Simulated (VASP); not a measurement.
Input:

```
CELL_PARAMETERS angstrom
      1.93848    -3.35755     0.00000
      1.93848     3.35755     0.00000
      0.00000     0.00000     6.35574
ATOMIC_POSITIONS crystal
  Zn 0.66667 0.33333 0.50022
  Zn 0.33333 0.66667 0.00022
  S  0.66667 0.33333 0.87478
  S  0.33333 0.66667 0.37478
```

These are vdW-DF-cx, VASP's PBE PAW potentials (set 64) (plane waves; VASP) values and carry that method's errors. Run with 520 eV cut-off, 7×7×4 Γ-centred mesh, Gaussian smearing of 0.050 eV, potentials Zn S.

Task: Give the stress tensor in GPa (positive for a compressed cell).

Result: 
```
-3.93   0.00   0.00
 0.00  -3.93   0.00
 0.00   0.00  -3.87
```
The pressure is its mean diagonal, -3.91 GPa.

The compound is ZnS in the wurtzite structure, the high-temperature form. This cell is one point of a volume scan, at 1.06 of the reference volume.
